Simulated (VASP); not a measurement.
# InAg3 with r2SCAN: from relaxation to properties, part 2 of 5

What structure does InAg3 take at this level, and what are its properties? The start is a cell from a database of measured crystal structures.

VASP 6.6.1; r2SCAN; plane waves and PAW (In_d, Ag).

Still holding for the runs below: The k-mesh is coarse for a metal.

So far. Step 2 (Relaxing cell and atoms (r2SCAN)): It ends with forces that vanish by symmetry and a pressure of 0.00 GPa. The volume lies +2.8 % from that of the database's start.

**3. Second relaxation**

The basis stayed that of the start cell while the cell moved. A rerun from the cell reached resets it; the error of the finite cutoff stays.

INCAR

```
SYSTEM = InAg3
PREC = Accurate
ENCUT = 400
EDIFF = 1E-06
NELM = 100
ISMEAR = 1
SIGMA = 0.2
LREAL = .FALSE.
ALGO = Normal
METAGGA = R2SCAN
LASPH = .TRUE.
NBANDS = 29
LORBIT = 11
LWAVE = .FALSE.
LCHARG = .FALSE.
KPAR = 4
IBRION = 2
NSW = 60
ISIF = 3
EDIFFG = -0.01
```

POSCAR

```
InAg3
1.0
    4.1818040889      0.0000000000      0.0000000000
    0.0000000000      4.1818040889      0.0000000000
    0.0000000000      0.0000000000      4.1818040889
In Ag
1 3
Direct
    0.0000000000      0.0000000000      0.0000000000
    0.0000000000      0.5000000000      0.5000000000
    0.5000000000      0.0000000000      0.5000000000
    0.5000000000      0.5000000000      0.0000000000
```

KPOINTS

```
Automatic mesh
0
Gamma
7 7 7
0 0 0
```

The projector-augmented-wave data sets are In_d and Ag (PBE family, release 64).

Started as:

```console
$ mpirun -np 4 vasp_std
```

Output:

```text
[banner, memory and clock lines left out]
running    4 mpi-ranks, on    1 nodes
 distrk:  each k-point on    1 cores,    4 groups
 distr:  one band on    1 cores,    1 groups

 POSCAR found type information on POSCAR InAg
 POSCAR found :  2 types and       4 ions
 [... a notice as in an earlier step ...]

 LDA part: xc-table for (None), standard interpolation
 POSCAR, INCAR and KPOINTS ok, starting setup
 FFT: planning ... GRIDC
 FFT: planning ... GRID_SOFT
 FFT: planning ... GRID
 WAVECAR not read
 entering main loop
       N       E                     dE             d eps       ncg     rms          rms(c)
DAV:   1     0.281523919566E+03    0.28152E+03   -0.19411E+04  1168   0.163E+03
DAV:   2    -0.756626469187E+02   -0.35719E+03   -0.33843E+03  1233   0.416E+02
DAV:   3    -0.994380997434E+02   -0.23775E+02   -0.23366E+02  1298   0.116E+02
DAV:   4    -0.999915263484E+02   -0.55343E+00   -0.55290E+00  1370   0.163E+01
DAV:   5    -0.100017464922E+03   -0.25939E-01   -0.25936E-01  1676   0.363E+00    0.116E+01
DAV:   6    -0.869586366528E+02    0.13059E+02   -0.17470E+01  1205   0.406E+01    0.889E+00
DAV:   7    -0.868425270062E+02    0.11611E+00   -0.53576E-01  1230   0.674E+00    0.491E+00
DAV:   8    -0.868558933518E+02   -0.13366E-01   -0.20845E-01  1305   0.365E+00    0.909E-01
DAV:   9    -0.868469855045E+02    0.89078E-02   -0.40389E-02  1285   0.186E+00    0.113E-01
DAV:  10    -0.868477468440E+02   -0.76134E-03   -0.25385E-03  1492   0.294E-01    0.230E-01
DAV:  11    -0.868477297263E+02    0.17118E-04   -0.13828E-04  1623   0.694E-02    0.278E-01
DAV:  12    -0.868478589240E+02   -0.12920E-03   -0.20501E-04  1496   0.151E-01    0.150E-01
DAV:  13    -0.868478818848E+02   -0.22961E-04   -0.55477E-05  1280   0.592E-02    0.727E-02
DAV:  14    -0.868478795525E+02    0.23323E-05   -0.12511E-05  1280   0.261E-02    0.252E-02
DAV:  15    -0.868478783444E+02    0.12081E-05   -0.82952E-07   780   0.944E-03    0.174E-02
DAV:  16    -0.868478770141E+02    0.13303E-05   -0.10914E-06   700   0.107E-02    0.105E-03
DAV:  17    -0.868478770345E+02   -0.20416E-07   -0.68068E-08   670   0.301E-03
   1 F= -.86847877E+02 E0= -.86847841E+02  d E =-.868479E+02
 curvature:   0.00 expect dE= 0.000E+00 dE for cont linesearch  0.000E+00
 trial: gam= 0.00000 g(F)=  0.000E+00 g(S)=  0.531E-04 ort = 0.000E+00 (trialstep = 0.100E+01)
 search vector abs. value=  0.531E-04
 reached required accuracy - stopping structural energy minimisation
```

It took 27 s on 4 MPI ranks of Intel Xeon 6975P-C (Granite Rapids), shared host; peak memory 0.66 GiB; 98 s of CPU time.

OUTCAR, selected parts (step 3):

```text
  LATTYP: Found a simple cubic cell.
 ALAT       =     4.1818040889

The static configuration has the point symmetry O_h .

 Found     20 irreducible k-points:

   ENCUT  =  400.0 eV  29.40 Ry    5.42 a.u.   6.82  6.82  6.82*2*pi/ulx,y,z

   NELECT =      46.0000    total number of electrons

 E-fermi :   8.9289

 k-point     1 :       0.0000    0.0000    0.0000
  band No.  band energies     occupation
    ...
     20       5.3795      2.00000
     21       5.3795      2.00000
     22       8.7497      2.02141
     23       8.7497      2.02141
     24       8.7497      2.02141
     25      12.0943     -0.00000
     26      13.7899      0.00000
     27      13.7899      0.00000
     28      17.4489      0.00000
     29      17.4489      0.00000

 k-point     2 :       0.1429    0.0000    0.0000
  band No.  band energies     occupation
    ...
     18       5.0114      2.00000
     19       5.1464      2.00000
     20       5.1464      2.00000
     21       5.3797      2.00000
     22       7.5429      2.00000
     23       9.2256     -0.05676
     24       9.2256     -0.05676
     25      12.4952     -0.00000
     26      13.8558      0.00000
     27      14.9164      0.00000
    ...

  Total        0.0383165      0.0383165      0.0383165      0.0000000     -0.0000000      0.0000000
  in kB        0.8394693      0.8394693      0.8394693      0.0000000     -0.0000000      0.0000000
  external PRESSURE =       0.8394693 kB  Pullay stress =       0.0000000 kB

  energy-cutoff  :      400.00
  volume of cell :       73.13
      direct lattice vectors                 reciprocal lattice vectors
     4.181804089  0.000000000  0.000000000     0.239131241  0.000000000  0.000000000
     0.000000000  4.181804089  0.000000000     0.000000000  0.239131241  0.000000000
     0.000000000  0.000000000  4.181804089     0.000000000  0.000000000  0.239131241

 POSITION                                       TOTAL-FORCE (eV/Angst)
 -----------------------------------------------------------------------------------
      0.00000      0.00000      0.00000         0.000000      0.000000      0.000000
      0.00000      2.09090      2.09090         0.000000      0.000000      0.000000
      2.09090      0.00000      2.09090         0.000000      0.000000      0.000000
      2.09090      2.09090      0.00000         0.000000      0.000000      0.000000
 -----------------------------------------------------------------------------------
    total drift:                                0.000000      0.000000      0.000000

  FREE ENERGIE OF THE ION-ELECTRON SYSTEM (eV)
  ---------------------------------------------------
  free  energy   TOTEN  =       -86.8478770345 eV

  energy  without entropy=      -86.8477696331  energy(sigma->0) =      -86.84784123

 total charge
# of ion       s       p       d       tot
------------------------------------------
    1        0.859   0.723   9.869  11.451
    2        0.429   0.320   9.160   9.909
    3        0.429   0.320   9.160   9.909
    4        0.429   0.320   9.160   9.909
--------------------------------------------------
tot          2.147   1.683  37.350  41.179

[... 5 parts as in an earlier step ...]

[... 6 further parts left out ...]
```

CONTCAR:

```
InAg3
   1.00000000000000
     4.1818040888999999    0.0000000000000000    0.0000000000000000
     0.0000000000000000    4.1818040888999999    0.0000000000000000
     0.0000000000000000    0.0000000000000000    4.1818040888999999
  In              Ag
     1     3
Direct
     0.0000000000000000    0.0000000000000000    0.0000000000000000
     0.0000000000000000    0.5000000000000000    0.5000000000000000
     0.5000000000000000    0.0000000000000000    0.5000000000000000
     0.5000000000000000    0.5000000000000000    0.0000000000000000
```

Little changed from the start: no atom moved by 0.005 Å and no cell edge by 0.1 %.

Numbers from this step:

```
free energy (TOTEN)             : -86.8479 eV
pressure                        : 0.08395 GPa
SCF cycles over all ionic steps : 17
```

It ends with forces that vanish by symmetry and a pressure of 0.08 GPa. The volume moved by under 0.01 %: the run met its threshold at the first step.

**4. Single point with fields (r2SCAN)**

A single point on the relaxed cell gives a clean self-consistent state, with density, ELF and potential written out.

INCAR: that of step 3 with these lines changed.

```diff
@@ -14,7 +14,5 @@
 LWAVE = .FALSE.
-LCHARG = .FALSE.
-KPAR = 4
-IBRION = 2
-NSW = 60
-ISIF = 3
-EDIFFG = -0.01
+LCHARG = .TRUE.
+ISIF = 2
+LELF = .TRUE.
+LVHAR = .TRUE.
```

POSCAR is that of step 3.

KPOINTS is that of step 3.

Started as:

```console
$ mpirun -np 4 vasp_std
```

Output:

```text
[banner, memory and clock lines left out]
running    4 mpi-ranks, on    1 nodes
 distrk:  each k-point on    4 cores,    1 groups
 distr:  one band on    1 cores,    4 groups

 POSCAR found type information on POSCAR InAg
 POSCAR found :  2 types and       4 ions
 [... a notice as in an earlier step ...]

 LDA part: xc-table for (None), standard interpolation
|                                                                             |
|           W    W    AA    RRRRR   N    N  II  N    N   GGGG   !!!           |
|           W    W   A  A   R    R  NN   N  II  NN   N  G    G  !!!           |
|           W    W  A    A  R    R  N N  N  II  N N  N  G       !!!           |
|           W WW W  AAAAAA  RRRRR   N  N N  II  N  N N  G  GGG   !            |
|           WW  WW  A    A  R   R   N   NN  II  N   NN  G    G                |
|           W    W  A    A  R    R  N    N  II  N    N   GGGG   !!!           |
|                                                                             |
|     The number of bands has been changed from the values supplied in        |
|     The orbitals not found in the WAVECAR file will be initialized with     |
|     random numbers, which is usually adequate. For correlated               |
|     calculations, however, you should redo the groundstate calculation.     |
|     I found NBANDS = 29. Now, NBANDS = 32.                                  |
|                                                                             |

 POSCAR, INCAR and KPOINTS ok, starting setup
 FFT: planning ... GRIDC
 FFT: planning ... GRID_SOFT
 FFT: planning ... GRID
 WAVECAR not read
 entering main loop
       N       E                     dE             d eps       ncg     rms          rms(c)
DAV:   1     0.273036404282E+03    0.27304E+03   -0.19204E+04  1288   0.147E+03
DAV:   2    -0.775130992288E+02   -0.35055E+03   -0.32631E+03  1360   0.390E+02
DAV:   3    -0.994780109173E+02   -0.21965E+02   -0.21691E+02  1496   0.105E+02
DAV:   4    -0.999936105236E+02   -0.51560E+00   -0.51538E+00  1496   0.145E+01
DAV:   5    -0.100017572832E+03   -0.23962E-01   -0.23962E-01  1920   0.298E+00    0.116E+01
DAV:   6    -0.869610832885E+02    0.13056E+02   -0.15445E+01  1376   0.368E+01    0.885E+00
DAV:   7    -0.868428347738E+02    0.11825E+00   -0.46806E-01  1336   0.607E+00    0.491E+00
DAV:   8    -0.868557313989E+02   -0.12897E-01   -0.17628E-01  1448   0.325E+00    0.899E-01
DAV:   9    -0.868469995041E+02    0.87319E-02   -0.34350E-02  1512   0.164E+00    0.118E-01
DAV:  10    -0.868477514673E+02   -0.75196E-03   -0.23015E-03  1608   0.265E-01    0.218E-01
DAV:  11    -0.868477056424E+02    0.45825E-04   -0.12309E-04  1800   0.690E-02    0.283E-01
DAV:  12    -0.868478808239E+02   -0.17518E-03   -0.41798E-04  1632   0.188E-01    0.834E-02
DAV:  13    -0.868478815196E+02   -0.69566E-06   -0.72948E-06  1536   0.228E-02
   1 F= -.86847882E+02 E0= -.86847844E+02  d E =-.113845E-03
```

Elapsed: 22 s, on 4 MPI ranks; peak memory 0.46 GiB; 78 s of CPU time.

Parts of OUTCAR (step 4):

```text
The static configuration has the point symmetry O_h .

 Found     20 irreducible k-points:

   k-points           NKPTS =     20   k-points in BZ     NKDIM =     20   number of bands    NBANDS=     32

   NELECT =      46.0000    total number of electrons

 E-fermi :   8.9286

 k-point     1 :       0.0000    0.0000    0.0000
  band No.  band energies     occupation
    ...
     20       5.3784      2.00000
     21       5.3784      2.00000
     22       8.7496      2.02114
     23       8.7496      2.02114
     24       8.7496      2.02114
     25      12.0936     -0.00000
     26      13.7900      0.00000
     27      13.7900      0.00000
     28      17.4482      0.00000
     29      17.4482      0.00000
    ...

 k-point     2 :       0.1429    0.0000    0.0000
  band No.  band energies     occupation
    ...
     18       5.0102      2.00000
     19       5.1453      2.00000
     20       5.1453      2.00000
     21       5.3786      2.00000
     22       7.5427      2.00000
     23       9.2254     -0.05671
     24       9.2254     -0.05671
     25      12.4946     -0.00000
     26      13.8560      0.00000
     27      14.9164      0.00000
    ...

  Total        0.0528206      0.0528206      0.0528206      0.0000000      0.0000000      0.0000000
  in kB        1.1572390      1.1572390      1.1572390      0.0000000      0.0000000      0.0000000
  external PRESSURE =       1.1572390 kB  Pullay stress =       0.0000000 kB

  FREE ENERGIE OF THE ION-ELECTRON SYSTEM (eV)
  ---------------------------------------------------
  free  energy   TOTEN  =       -86.8478815196 eV

  energy  without entropy=      -86.8477676750  energy(sigma->0) =      -86.84784357

 total charge
# of ion       s       p       d       tot
------------------------------------------
    1        0.859   0.723   9.869  11.451
    2        0.429   0.320   9.160   9.909
    3        0.429   0.320   9.160   9.909
    4        0.429   0.320   9.160   9.909
--------------------------------------------------
tot          2.147   1.683  37.350  41.180

[... 8 parts as in an earlier step ...]

[... 5 further parts left out ...]
```

This step gave:

- SCF cycles: 13
- bands: 32
- pressure: 0.1157 GPa

Valence electrons inside each PAW sphere by angular momentum. Sphere charges, by row:

| atom | s (e) | p (e) | d (e) | tot (e) |
| --- | --- | --- | --- | --- |
| In1 | 0.859 | 0.723 | 9.869 | 11.45 |
| Ag2 | 0.429 | 0.32 | 9.16 | 9.909 |
| Ag3 | 0.429 | 0.32 | 9.16 | 9.909 |
| Ag4 | 0.429 | 0.32 | 9.16 | 9.909 |

Electrostatic potential energy in the ac plane at fractional y = 0.000, with atoms of In and Ag within 0.2 Å of it. With pseudopotentials it is smooth inside the atoms' cores, unlike the true potential.

Ten even steps from '_' (-82 eV) to '@' (2 eV), each cell a mean:
```
____--##@@@@@@@@@@@@@@**::__
..::++%%@@@@@@@@@@@@@@##==::
****%%@@@@@@@@@@@@@@@@@@##**
%%@@@@@@@@@@%%##%%@@@@@@@@@@
@@@@@@@@%%**====++##@@@@@@@@
@@@@@@@@##==::::--++%%@@@@@@
@@@@@@@@**--....::==##@@@@@@
@@@@@@@@**==::..::==%%@@@@@@
@@@@@@@@%%**==--==**@@@@@@@@
@@@@@@@@@@%%****##%%@@@@@@@@
####%%@@@@@@@@@@@@@@@@@@%%##
--==##%%@@@@@@@@@@@@@@%%++--
____==##@@@@@@@@@@@@@@**::__
____--##@@@@@@@@@@@@%%**..__
```
Columns run along a (4.2 Å; values clipped at the 3rd and 97th percentile), rows up along c (4.2 Å). Atoms in or near the plane, at fractional coordinates: In at (0.00, 0.00), Ag at (0.50, 0.50).

Valence density in the ac plane at fractional y = 0.000, with atoms of In and Ag within 0.2 Å of it. It is the smooth field of the valence electrons, not physical close to the nuclei.

Values in e/Å³, 14 rows by 14 columns, each cell a mean:
```
 9  6  2  1  0  0  0  0  0  0  0  1  4  7
 4  3  1  0  0  0  0  0  0  0  0  0  2  4
 1  1  0  0  0  0  0  0  0  0  0  0  0  1
 0  0  0  0  0  0  1  1  1  0  0  0  0  0
 0  0  0  0  0  1  2  3  2  1  0  0  0  0
 0  0  0  0  1  2  4  5  4  2  1  0  0  0
 0  0  0  0  1  3  6  7  5  3  1  0  0  0
 0  0  0  0  1  3  5  6  4  2  1  0  0  0
 0  0  0  0  1  1  3  3  2  1  0  0  0  0
 0  0  0  0  0  1  1  1  1  0  0  0  0  0
 1  1  0  0  0  0  0  0  0  0  0  0  0  1
 3  2  1  0  0  0  0  0  0  0  0  0  1  2
 8  5  2  1  0  0  0  0  0  0  0  1  3  6
11  8  3  1  0  0  0  0  0  0  0  1  4  9
```
Columns run along a (4.2 Å), rows up along c (4.2 Å). Atoms in or near the plane, at fractional coordinates: In at (0.00, 0.00), Ag at (0.50, 0.50).

ELF in the ac plane at fractional y = 0.000, with atoms of In and Ag within 0.2 Å of it. It is the smooth field of the valence electrons, not physical close to the nuclei.

Ten even steps from '0' (0.00) to '9' (0.30), each cell a mean:
```
01797865788940
35997765677984
99977666667799
88777788877778
88768854687678
76668400168667
65568200048655
66668300058666
87768732487678
77777888887777
99877666667799
57987765677997
01797765688951
40597866788930
```
Columns run along a (4.2 Å), rows up along c (4.2 Å). Atoms in or near the plane, at fractional coordinates: In at (0.00, 0.00), Ag at (0.50, 0.50).

In this run the pressure is 0.12 GPa, small enough to go on.

(Continued in part 3 of 5.)

[Lines on the potential files, build, host, timing and source positions are cut from VASP's logs without a mark.]

[Logs are printed without paths, hosts, clocks, repeated set-up lines and the standing remarks that a program may print on its own settings, such as how far it seeks lower states.]

[Hosts, paths, dates, database ids (printed as entryN), source tags and the programs' standing remarks are cut or masked in the printed files.]

[A measured line is paired with the nearest computed mode of its activity, which favours agreement.]
